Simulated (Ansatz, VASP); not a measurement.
# HfO2: VASP beside Ansatz, part 2 of 2

One calculation is typed for both programs; each brings its own data sets. How far apart do they land? The cell is taken from a series of runs on this material, whose earlier steps may have relaxed, scaled, displaced or heated it; both programs get it as it stands.

VASP 6.6.1 and Ansatz 0.2.0.

So far: Set-up; VASP: zone-centre phonons, LDA, pair 1.

## Step 3: Ansatz: zone-centre phonons, LDA, pair 1

Level of this step: Ansatz beside VASP: Kohn-Sham DFT, plane waves, LDA (Ansatz).

Ansatz runs on its PAW soft_1 files.

The same cell, functional (in two slightly different forms) and mesh now go to Ansatz, which takes its cutoff from its data sets.

Input file input.yaml:

```yaml
crystal:
  lattice:
    - [0.0203828664, 2.5054920453, 2.4991807531]
    - [2.5054920453, 0.0203828664, 2.4991807531]
    - [2.5258749117, 2.5258749117, 0.0]
  atoms:
    - { symbol: O, position: [0.2486761629, 0.2486761629, 0.2513238371] }
    - { symbol: O, position: [0.7513238371, 0.7513238371, 0.7486761629] }
    - { symbol: Hf, position: [0.0, 0.0, 0.0] }
kpoints:
  mp_grid: { grid: [8, 8, 8] }
hamiltonian:
  xc: lda
  pseudopotentials: { kind: paw, azcp: { folder: soft_1 }, xc_functional: pbe }
scf:
  occupations: { method: fixed }
output:
  eigenvalues: true
phonons:
  method: dfpt
```

Launch:

```
> ansatz run input.yaml --threads 8 --pin off --max-ram 20480MiB --backend cpu --events-out ev --progress --plain --runs-dir out
```

Numbers of over 12 decimals in the logs are rounded to 6 here.

Log:

```text
zone centre: on kpoints.mp_grid the ground state, and the responses unless they are solved on pairs of k-points, stand on 150 of the mesh's 512 k-points, reduced under 2 symmetry operations, with k and −k counted as one. Each operation leaves every solved displacement unchanged or reverses it
Engine: ansatz 0.2.0, aarch64-unknown-linux-gnu
Pseudopotentials: kind: paw
Pseudopotential: O, paw, valence charge 6, recommended cutoff 420 eV (normal), soft_1/O.paw.azcp
Pseudopotential: Hf, paw, valence charge 26, recommended cutoff 420 eV (normal), soft_1/Hf.paw.azcp
Functional definition: SPW92
  exchange = slater_x
  correlation = pw_c
Crystal: 3 atoms, lattice volume = 31.375 Å³
Basis set: ecut = 420 eV, 609 PW (Γ), exchange–correlation on 48×48×48 points (8 copies of the dense FFT grid, shifted against one another)
Bands: 23, of which v1, the nominal top of the filled ones, is band 19 counted from 1 (18 counted from 0)
Symmetry: 8 space group operations
k-points: 150 of 512 (irreducible under 2 space group operations, time reversal used)
Non-local potential: O, projectors of the file, l = 0: 2, l = 1: 2, l = 2: 1
Non-local potential: Hf, projectors of the file, l = 0: 3, l = 1: 2, l = 2: 2, l = 3: 3
PAW form: soft (Blöchl's): semilocal exchange-correlation on the pseudo side does not see the compensation charge
PAW frozen core: O, regenerated for the run's functional, and the local potential with it (the file was generated under x = pbe(κ = 0.804, μ = 0.219515), c = pbe(β = 0.066725))
PAW frozen core: Hf, regenerated for the run's functional, and the local potential with it (the file was generated under x = pbe(κ = 0.804, μ = 0.219515), c = pbe(β = 0.066725))
PAW one-centre angular grid: O, 110 points (default); XC on 64 Gauss nodes
PAW one-centre angular grid: Hf, 590 points (default); XC on 64 Gauss nodes
Initial density: superposition of atomic densities (chi_scale 0.1, normalization cell, long waves kept (reshape's long-wave potential 0.00 eV rms))
Initial wavefunctions: pseudopotential atomic-orbital guess
Functional: x = slater, c = lda
SCF iter   1: F=—  HF=-16594.309167 eV  |F-HF|=—  |Δ(HF+E_count)|=         —  Δρ=9.06e-2  dr2=1.96e0  ethr=3.10e-3  ⟨swp⟩=4.0  Hψ=11396  notcnv=0  defer=290
preconditioner: auto → none  [insulator: Δε(μ)=3.053 eV  Ē_g=19.400 eV  n_scr=14 (ndim 8)  ℏωp=39.8 eV  f_vac=0.000  ε∞_Penn≈5.2]
SCF iter   2: F=—  HF=-16593.723108 eV  |F-HF|=—  |Δ(HF+E_count)|=   5.86e-1  Δρ=3.67e-2  dr2=3.60e-1  ethr=3.10e-3  ⟨swp⟩=2.3  Hψ=8132  notcnv=0  defer=266
SCF iter   3: F=—  HF=-16593.637867 eV  |F-HF|=—  |Δ(HF+E_count)|=   8.52e-2  Δρ=2.58e-2  dr2=1.14e-1  ethr=9.47e-4  ⟨swp⟩=2.0  Hψ=5997  notcnv=0  defer=300
SCF iter   4: F=—  HF=-16593.615354 eV  |F-HF|=—  |Δ(HF+E_count)|=   2.25e-2  Δρ=5.52e-3  dr2=4.64e-3  ethr=3.00e-4  ⟨swp⟩=2.8  Hψ=6996  notcnv=0  defer=300
SCF iter   5: F=—  HF=-16593.617567 eV  |F-HF|=—  |Δ(HF+E_count)|=   2.21e-3  Δρ=2.60e-3  dr2=7.05e-4  ethr=1.22e-5  ⟨swp⟩=2.0  Hψ=6929  notcnv=0  defer=300
SCF iter   6: F=—  HF=-16593.617877 eV  |F-HF|=—  |Δ(HF+E_count)|=   3.10e-4  Δρ=2.37e-4  dr2=5.59e-6  ethr=1.86e-6  ⟨swp⟩=2.0  Hψ=5700  notcnv=0  defer=300
SCF iter   7: F=—  HF=-16593.617879 eV  |F-HF|=—  |Δ(HF+E_count)|=   1.26e-6  Δρ=1.43e-5  dr2=4.20e-8  ethr=1.47e-8  ⟨swp⟩=2.1  Hψ=6049  notcnv=0  defer=1
SCF iter   8: F=—  HF=-16593.617878 eV  |F-HF|=—  |Δ(HF+E_count)|=   6.94e-7  Δρ=2.79e-6  dr2=1.23e-9  ethr=1.10e-10  ⟨swp⟩=2.3  Hψ=6435  notcnv=0
SCF iter   9: F=-16593.617878 eV  HF=-16593.617878 eV  |F-HF|=1.09e-11  |Δ(HF+E_count)|=  3.46e-10  Δρ=6.01e-7  dr2=3.71e-11  ethr=1.00e-12  ⟨swp⟩=9.3  Hψ=25027  notcnv=0
SCF 1 converged in 9 iterations: F = -16593.617878 eV  dr2 = 3.71e-11
  greatest PAW one-centre occupation: 0.999 electrons in one spin orbital (limit 2), on the Hf atom at site 2 (counted from 0), in its partial waves of l = 3
DFPT response loops at Γ: preconditioner auto → none (the input reference at scf.mixing.eps_inf says where Resta's filter doesn't serve); β = 0.50; Broyden in place of MSR1
SCF converged after 9 iterations
Free energy (F): -16593.617878 eV
Harris-Foulkes:  -16593.617878 eV  (|F-HF|=1.09e-11)
Internal energy: -16593.617878 eV  (E = F + TS)
E sigma→0 (E₀):  -16593.617878 eV
Fermi energy:    15.182112 eV
--- Per-component energies (eV) ---
  E_band       = 22.390406
  E_kinetic    = 743.578156
  E_local      = -6880.900795  (includes V_loc(G=0)·N_el)
  E_nonlocal   = 187.312443
  E_hartree    = 3284.775930
  E_xc         = -405.785529
  E_vxc        = -436.885864  (∫ρ·V_xc dr)
  E_paw        = -7761.117884  (= ΣΔE_a)
  E_vpaw       = -160.267017  (= ΣTr[D̂ρ^β])
  E_aug_tail   = 0.001644  (compensation charges beyond the density's cutoff)
  E_ewald      = -5764.132775
  E_core_change = 2.650931  (= ΣΔE_core)
  E_smearing   = -0.000000  (= −TS)
  E_closure    = 0.000000  (closes the sum)
  Σ components = -16593.617878   (vs F -16593.617878, Δ=0.00e0)
--- Band table (eV; the first three rows and the last of 150) ---
  k-point 0: bands = [... 15 lower, 9.4958, 14.4895, 14.5245, 14.5418, 18.9116, 18.9366, 21.0669, 25.9350]
  k-point 1: bands = [... 15 lower, 9.9149, 14.0658, 14.1882, 14.2219, 19.2378, 19.2447, 21.6662, 25.1510]
  k-point 2: bands = [... 15 lower, 10.9915, 13.1284, 13.6585, 13.6600, 19.6843, 19.7286, 22.2612, 24.5454]
  k-point 149: bands = [... 15 lower, 11.6312, 13.3906, 13.5487, 15.1821, 18.8197, 20.6748, 22.1107, 23.4630]
--- Phonons (Γ-DFPT): 4 representative perturbations + reference, on 150 of 512 k-points (Σ response iterations 15) ---
  k mesh reduced under 2 symmetry operations, with k and −k counted as one. Each operation leaves every solved displacement unchanged or reverses it
  ASR residual: 3.042e-4 → 0.000e0 eV/Å²; symmetrization residual: 1.619e-6 eV/Å²
  ASR residual per site (eV/Å²): 1.10e-4 1.10e-4 3.04e-4
  Γ frequencies (cm⁻¹): 0.00 0.00 0.00 235.75 245.99 254.09 590.34 594.13 597.02
  non-analytic LO–TO correction: not included (Born effective charges unavailable; polar crystals: no LO–TO splitting at Γ)
```

The column dr2 measures how far the density is from self-consistency, as an energy; F and HF (Harris–Foulkes) agree once it is small.

## Step 4: Side by side

Known differences besides the potentials themselves: fixed occupations in Ansatz, narrow Gaussian smearing in VASP; the data sets hold 38 valence electrons in Ansatz (on its PAW soft_1 files) and 22 in VASP; the cutoff is 420 eV in Ansatz and 600 eV in VASP; VASP's log shows a relativistic correction to its local exchange, Ansatz's none. Total energies have different zeros and are not compared.

Compared:

```tsv
quantity	Ansatz	VASP	difference
optical mode 1 (cm⁻¹)	235.8	232.7	+1.33 %
optical mode 2 (cm⁻¹)	246.0	243.0	+1.23 %
optical mode 3 (cm⁻¹)	254.1	250.9	+1.29 %
optical mode 4 (cm⁻¹)	590.3	588.0	+0.40 %
optical mode 5 (cm⁻¹)	594.1	591.6	+0.42 %
optical mode 6 (cm⁻¹)	597.0	594.8	+0.37 %
```

Modes are paired by rising frequency, not by their patterns, so a pair may set unlike modes beside each other; they are those without the splitting of longitudinal modes.

## Step 5: Ansatz: zone-centre phonons, LDA, pair 2

Second derivatives magnify differences that forces hide, and they need a tight electronic threshold. The cell compared in this pair holds 31.47 Å³, against 31.38 Å³ for the pair before.

The cell is taken from a series of runs on this material, whose earlier steps may have relaxed, scaled, displaced or heated it; both programs get it as it stands.

input.yaml, the sections that differ from step 3:

```yaml
crystal:
  lattice:
    - [0.0405502895, 2.5103332847, 2.4977037272]
    - [2.5103332847, 0.0405502895, 2.4977037272]
    - [2.5508835742, 2.5508835742, 0.0]
  atoms:
    - { symbol: O, position: [0.2474176493, 0.2474176493, 0.2525823507] }
    - { symbol: O, position: [0.7525823507, 0.7525823507, 0.7474176493] }
    - { symbol: Hf, position: [0.0, 0.0, 0.0] }
# kpoints, hamiltonian, scf, output, phonons: as in step 3
```

Log:

```text
[...]
Crystal: 3 atoms, lattice volume = 31.472 Å³
Basis set: ecut = 420 eV, 611 PW (Γ), exchange–correlation on 60×60×60 points (8 copies of the dense FFT grid, shifted against one another)
Bands: 23, of which v1, the nominal top of the filled ones, is band 19 counted from 1 (18 counted from 0)
Symmetry: 8 space group operations
k-points: 150 of 512 (irreducible under 2 space group operations, time reversal used)
[...]
k-point 2: bands = [... 15 lower, 10.9135, 13.0844, 13.6081, 13.6120, 19.5755, 19.6620, 22.1866, 24.3523]
  k-point 149: bands = [... 15 lower, 11.6335, 13.2512, 13.5672, 15.1387, 18.7505, 20.6012, 22.0405, 23.2696]
[...]
ASR residual: 1.949e-4 → 0.000e0 eV/Å²; symmetrization residual: 1.409e-6 eV/Å²
  ASR residual per site (eV/Å²): 1.95e-4 1.95e-4 3.56e-5
  Γ frequencies (cm⁻¹): 0.00 0.00 0.00 221.96 244.22 259.51 583.65 591.73 598.01
[...]
[key lines of the parts left out:]
SCF converged after 9 iterations
Free energy (F): -16593.610881 eV
Fermi energy:    15.138682 eV
```

## Step 6: VASP: zone-centre phonons, LDA, pair 2

The same cell, functional (in two slightly different forms) and mesh now go to VASP, with its own data sets.

Input file INCAR:

```
SYSTEM = HfO2
PREC = Accurate
ENCUT = 600
EDIFF = 1E-08
NELM = 120
ISMEAR = 0
SIGMA = 0.01
LREAL = .FALSE.
ALGO = Normal
GGA = PW92
NBANDS = 17
LASPH = .TRUE.
LORBIT = 11
LWAVE = .FALSE.
LCHARG = .FALSE.
ISIF = 2
IBRION = 8
GGA_COMPAT = .FALSE.
EFERMI = MIDGAP
KPAR = 2
```

Input file POSCAR:

```
HfO2
1.0
    0.0405502895      2.5103332847      2.4977037272
    2.5103332847      0.0405502895      2.4977037272
    2.5508835742      2.5508835742      0.0000000000
O Hf
2 1
Direct
    0.2474176493      0.2474176493      0.2525823507
    0.7525823507      0.7525823507      0.7474176493
    0.0000000000      0.0000000000      0.0000000000
```

Input file KPOINTS:

```
Automatic mesh
0
Gamma
8 8 8
0 0 0
```

Potentials, in the order of the species: O and Hf_pv (LDA family, release 64).

Launch:

```
> mpirun -np 2 vasp_std
```

Log:

```text
[banner, memory and clock lines left out]
running    2 mpi-ranks, on    1 nodes
[...]
[... a notice as in an earlier step ...]

 LDA part: xc-table for (Slater(with rela. corr.)+PW92), standard interpolation
 POSCAR, INCAR and KPOINTS ok, starting setup
[...]
entering main loop
       N       E                     dE             d eps       ncg     rms          rms(c)
DAV:   1     0.995310867804E+02    0.99531E+02   -0.13881E+04  3230   0.144E+03
DAV:   2    -0.346902442988E+02   -0.13422E+03   -0.13004E+03  4279   0.315E+02
DAV:   3    -0.386686112135E+02   -0.39784E+01   -0.39672E+01  3739   0.492E+01
DAV:   4    -0.386911132848E+02   -0.22502E-01   -0.22496E-01  4232   0.407E+00
[...]
DAV:  12    -0.330740363298E+02   -0.73630E-06   -0.64274E-06  4134   0.199E-02    0.225E-02
DAV:  13    -0.330740363817E+02   -0.51966E-07   -0.16192E-07  3980   0.363E-03    0.293E-03
DAV:  14    -0.330740363842E+02   -0.24902E-08   -0.33989E-09  2627   0.579E-04
   1 F= -.33074036E+02 E0= -.33074036E+02  d E =0.000000E+00
[...]
RMM:  13    -0.221204011600E+00   -0.98264E-08   -0.34335E-07 10518   0.993E-05    0.424E-05
RMM:  14    -0.221204013916E+00   -0.23160E-08   -0.15635E-07  9698   0.937E-05    0.104E-05
RMM:  15    -0.221204016053E+00   -0.21373E-08   -0.99587E-08  8934   0.917E-05    0.490E-06
 first order change of Fermi-energy   0.19943E-04
 force on displaced ion       3 direction 1 :  -5.662   0.901  -0.000
 Linear response progress:
  Degree of freedom:   4/  4
       N       E                     dE             d eps       ncg     rms          rms(c)
RMM:   1    -0.229818215408E+00   -0.22982E+00    0.22279E+00  4001   0.950E+00
RMM:   2    -0.222957644355E+00    0.68606E-02   -0.27734E-02  4865   0.113E+00    0.852E-01
RMM:   3    -0.222167023693E+00    0.79062E-03   -0.10004E-03  5872   0.150E-01    0.444E-01
RMM:   4    -0.221563965557E+00    0.60306E-03   -0.11618E-04  6381   0.594E-02    0.205E-01
[...]
RMM:  16    -0.221244035312E+00    0.41141E-08    0.11975E-07  5344   0.104E-04    0.101E-05
RMM:  17    -0.221244039794E+00   -0.44819E-08    0.14545E-07  4910   0.103E-04    0.593E-06
RMM:  18    -0.221244034688E+00    0.51062E-08    0.94816E-08  4774   0.103E-04    0.221E-06
 first order change of Fermi-energy   0.63455E-04
 force on displaced ion       3 direction 3 :  -0.000  -0.000  -5.800
 Linear response finished
```

Parts of OUTCAR (step 6):

```text
  Total       -1.2340219     -1.2340219     -0.7520272     -0.4666186     -0.0000000     -0.0000000
  in kB      -62.8221947    -62.8221947    -38.2845698    -23.7548515     -0.0000000     -0.0000000
  external PRESSURE =     -54.6429864 kB  Pullay stress =       0.0000000 kB

 POSITION                                       TOTAL-FORCE (eV/Angst)
 -----------------------------------------------------------------------------------
      1.27544      1.27544      1.23595         0.000000      0.000000      0.016438
      3.82633      3.82633      3.75946        -0.000000     -0.000000     -0.016438
      0.00000      0.00000      0.00000         0.000000     -0.000000      0.000000
 -----------------------------------------------------------------------------------
    total drift:                               -0.000000      0.000000      0.000000

[... 1 part as in an earlier step ...]

[... 1 further part left out ...]
```

## Step 7: Differences

What differs besides the data sets and the points named for the pairs above, as far as they apply: the data sets hold 38 valence electrons in Ansatz (on its PAW soft_1 files) and 22 in VASP. Total energies have different zeros and are not compared.

The two programs side by side:

```tsv
quantity	Ansatz	VASP	difference
optical mode 1 (cm⁻¹)	222.0	218.6	+1.53 %
optical mode 2 (cm⁻¹)	244.2	241.1	+1.29 %
optical mode 3 (cm⁻¹)	259.5	256.4	+1.23 %
optical mode 4 (cm⁻¹)	583.6	581.2	+0.43 %
optical mode 5 (cm⁻¹)	591.7	589.4	+0.39 %
optical mode 6 (cm⁻¹)	598.0	595.8	+0.37 %
```

Modes are paired by rising frequency, not by their patterns, so a pair may set unlike modes beside each other; they are those without the splitting of longitudinal modes.

## Step 8: Outcome

| Item | Value |
| --- | --- |
| r.m.s. difference of the optical zone-centre modes, each program's sorted by frequency (zone-centre phonons, LDA, pair 1) | 2.7 cm⁻¹ |
| difference in optical mode 1 (zone-centre phonons, LDA, pair 1) | +1.3 % |
| r.m.s. difference of the optical zone-centre modes, each program's sorted by frequency (zone-centre phonons, LDA, pair 2) | 2.8 cm⁻¹ |
| difference in optical mode 1 (zone-centre phonons, LDA, pair 2) | +1.5 % |

In words: The r.m.s. difference of the optical zone-centre modes, each program's sorted by frequency is 2.7 cm⁻¹ (zone-centre phonons, LDA, pair 1). The data sets hold unlike numbers of valence electrons (38 in Ansatz and 22 in VASP), so part of the differences comes from the potentials. Among the rows given in per cent, the largest difference of the zone-centre phonons, LDA, pair 1 pair is in optical mode 1, +1.3 %. Among the rows given in per cent, the largest difference of the zone-centre phonons, LDA, pair 2 pair is in optical mode 1, +1.5 %. Such differences can come from data sets, numerical settings and the points named under the comparisons, not from the functional's error against experiment.

[Lines on the potential files, build, host, timing and source positions are cut from VASP's logs without a mark.]

[Logs are printed without paths, hosts, clocks, repeated set-up lines and the standing remarks that a program may print on its own settings, such as how far it seeks lower states.]

[Hosts, paths, dates, database ids (printed as entryN), source tags and the programs' standing remarks are cut or masked in the printed files.]
